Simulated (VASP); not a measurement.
Output of a VASP run:

**OUTCAR**
```
 ion  position               nearest neighbor table
   1  0.000  0.000  0.000-   2 2.55   2 2.55   2 2.55   2 2.55   2 2.55   2 2.55
   2  0.500  0.500  0.500-   1 2.55   1 2.55   1 2.55   1 2.55   1 2.55   1 2.55
  LATTYP: Found a face centered cubic cell.
 ALAT       =     5.0966395254
 Subroutine PRICEL returns:
 Original cell was already a primitive cell.
 Subroutine GETGRP returns: Found 48 space group operations
The static configuration has the point symmetry O_h .
The dynamic configuration has the point symmetry O_h .
 Subroutine INISYM returns: Found 48 space group operations
 Subroutine IBZKPT returns following result:
 Found     35 irreducible k-points:

 Following reciprocal coordinates:
            Coordinates               Weight
  0.000000  0.000000  0.000000      1.000000
  0.111111  0.000000  0.000000      8.000000
  0.222222  0.000000  0.000000      8.000000
  0.333333  0.000000  0.000000      8.000000
  0.444444  0.000000  0.000000      8.000000
  0.111111  0.111111  0.000000      6.000000
  0.222222  0.111111  0.000000     24.000000
  0.333333  0.111111  0.000000     24.000000
  0.444444  0.111111  0.000000     24.000000
 -0.444444  0.111111  0.000000     24.000000
 -0.333333  0.111111  0.000000     24.000000
 -0.222222  0.111111  0.000000     24.000000
 -0.111111  0.111111  0.000000     12.000000
  0.222222  0.222222  0.000000      6.000000
  0.333333  0.222222  0.000000     24.000000
  0.444444  0.222222  0.000000     24.000000
 -0.444444  0.222222  0.000000     24.000000
 -0.333333  0.222222  0.000000     24.000000
 -0.222222  0.222222  0.000000     12.000000
  0.333333  0.333333  0.000000      6.000000
  0.444444  0.333333  0.000000     24.000000
 -0.444444  0.333333  0.000000     24.000000
 -0.333333  0.333333  0.000000     12.000000
  0.444444  0.444444  0.000000      6.000000
 -0.444444  0.444444  0.000000     12.000000
  0.333333  0.222222  0.111111     24.000000
  0.444444  0.222222  0.111111     48.000000
 -0.444444  0.222222  0.111111     48.000000
  0.444444  0.333333  0.111111     24.000000
 -0.444444  0.333333  0.111111     48.000000
 -0.333333  0.333333  0.111111     48.000000
 -0.222222  0.333333  0.111111     24.000000
 -0.444444  0.444444  0.111111     24.000000
 -0.333333  0.444444  0.111111     24.000000
 -0.333333  0.444444  0.222222     24.000000
   k-points           NKPTS =     35   k-points in BZ     NKDIM =     35   number of bands    NBANDS=      8
   number of dos      NEDOS =    301   number of ions     NIONS =      2
   total plane-waves  NPLWV =  21952
   dimension x,y,z NGX =    28 NGY =   28 NGZ =   28
   dimension x,y,z NGXF=    56 NGYF=   56 NGZF=   56
   ions per type =               1   1
   PREC   = accura    normal or accurate (medium, high low for compatibility)
   ISTART =      0    job   : 0-new  1-cont  2-samecut
   ICHARG =      2    charge: 1-file 2-atom 10-const
   ISPIN  =      1    spin polarized calculation?
   LNONCOLLINEAR =      F non collinear calculations
   LSORBIT =      F    spin-orbit coupling
   INIWAV =      1    electr: 0-lowe 1-rand  2-diag
   ENCUT  =  520.0 eV  38.22 Ry    6.18 a.u.   6.70  6.70  6.70*2*pi/ulx,y,z
   NELM   =    100;   NELMIN=  2; NELMDL= -5     # of ELM steps
   EDIFF  = 0.1E-06   stopping-criterion for ELM
   LREAL  =      F    real-space projection
   NLSPLINE    = F    spline interpolate recip. space projectors
   LMAXMIX     =    2 max onsite mixed and CHGCAR
   VOSKOWN=      0    Vosko Wilk Nusair interpolation
   EDIFFG = 0.1E-05   stopping-criterion for IOM
   NSW    =      0    number of steps for IOM
   NBLOCK =      1;   KBLOCK =      1    inner block; outer block
   IBRION =     -1    ionic relax: 0-MD 1-quasi-New 2-CG
   NFREE  =      0    steps in history (QN), initial steepest desc. (CG)
   ISIF   =      2    stress and relaxation
   ISYM   =      2    0-nonsym 1-usesym 2-fastsym
   TEIN   =    0.0    initial temperature
   TEBEG  =    0.0;   TEEND  =   0.0 temperature during run
...
```

OSZICAR:
```
       N       E                     dE             d eps       ncg     rms          rms(c)
DAV:   1     0.259645498105E+02    0.25965E+02   -0.38126E+03   592   0.829E+02
DAV:   2    -0.776947144350E+01   -0.33734E+02   -0.32328E+02   752   0.110E+02
DAV:   3    -0.883462197902E+01   -0.10652E+01   -0.10652E+01   680   0.272E+01
DAV:   4    -0.883893040555E+01   -0.43084E-02   -0.43084E-02   936   0.198E+00
DAV:   5    -0.883893441058E+01   -0.40050E-05   -0.40050E-05   696   0.538E-02    0.470E+00
DAV:   6    -0.849553907012E+01    0.34340E+00   -0.84859E-01   592   0.469E+00    0.373E+00
DAV:   7    -0.845517355843E+01    0.40366E-01   -0.23810E-01   720   0.266E+00    0.241E+00
DAV:   8    -0.845558601502E+01   -0.41246E-03   -0.11767E-02   664   0.921E-01    0.886E-01
DAV:   9    -0.845545247534E+01    0.13354E-03   -0.43352E-04   696   0.176E-01    0.246E-01
DAV:  10    -0.845548862330E+01   -0.36148E-04   -0.10959E-04   776   0.724E-02    0.138E-02
DAV:  11    -0.845548612352E+01    0.24998E-05   -0.17984E-05   664   0.224E-02    0.824E-03
DAV:  12    -0.845548613149E+01   -0.79710E-08   -0.34876E-07   808   0.515E-03
   1 F= -.92127803E+01 E0= -.92127803E+01  d E =-.274093E-11
```

OUTCAR:
```
------------------------ aborting loop because EDIFF is reached ----------------------------------------
 Edisp (eV)   -0.75729
  FORCE on cell =-STRESS in cart. coord.  units (eV):
  Direction    XX          YY          ZZ          XY          YZ          ZX
  --------------------------------------------------------------------------------------
  Total       0.54876     0.54876     0.54876    -0.00000    -0.00000     0.00000
  in kB      26.56450    26.56450    26.56450    -0.00000    -0.00000     0.00000
  external pressure =       26.56 kB  Pullay stress =        0.00 kB
  volume of cell :       33.10
      direct lattice vectors                 reciprocal lattice vectors
     0.000000000  2.548319763  2.548319763    -0.196207716  0.196207716  0.196207716
     2.548319763  0.000000000  2.548319763     0.196207716 -0.196207716  0.196207716
     2.548319763  2.548319763  0.000000000     0.196207716  0.196207716 -0.196207716
 POSITION                                       TOTAL-FORCE (eV/Angst)
 -----------------------------------------------------------------------------------
      0.00000      0.00000      0.00000         0.000000      0.000000      0.000000
      2.54832      2.54832      2.54832        -0.000000     -0.000000      0.000000
 -----------------------------------------------------------------------------------
    total drift:                                0.000000      0.000000      0.000000
  FREE ENERGIE OF THE ION-ELECTRON SYSTEM (eV)
  ---------------------------------------------------
  free  energy   TOTEN  =        -9.2127803252 eV

  energy  without entropy=       -9.2127803252  energy(sigma->0) =       -9.21278033
```
(Selected blocks of OUTCAR.)

POSCAR:
```
MgS
1
    0.0000000000     2.5483197627     2.5483197627
    2.5483197627     0.0000000000     2.5483197627
    2.5483197627     2.5483197627     0.0000000000
Mg S
1 1
Direct
  0.0000000000   0.0000000000   0.0000000000
  0.5000000000   0.5000000000   0.5000000000
```

Write an INCAR and KPOINTS that could have produced this output.

Several could match; the one computed here: the input of the run itself, PBE GGA with D3 dispersion (Becke-Johnson damping), plane waves, VASP's PBE PAW potentials (set 64).

KPOINTS:
```
Automatic mesh
0
Gamma
9 9 9
0 0 0
```

### INCAR
```
SYSTEM = MgS
PREC = Accurate; ENCUT = 520; LREAL = .FALSE.
LASPH = .TRUE.
EDIFF = 1E-7; NELM = 100; ALGO = Normal
ISMEAR = 0; SIGMA = 0.05
GGA = PE; IVDW = 12
ISIF = 2
LWAVE = .FALSE.; LCHARG = .FALSE.
```

POTCAR, in this order: Mg S (PBE.64 set). Program: vasp_std.

The compound is MgS in the rock salt structure. This cell is one point of a volume scan, at 0.97 of the reference volume.
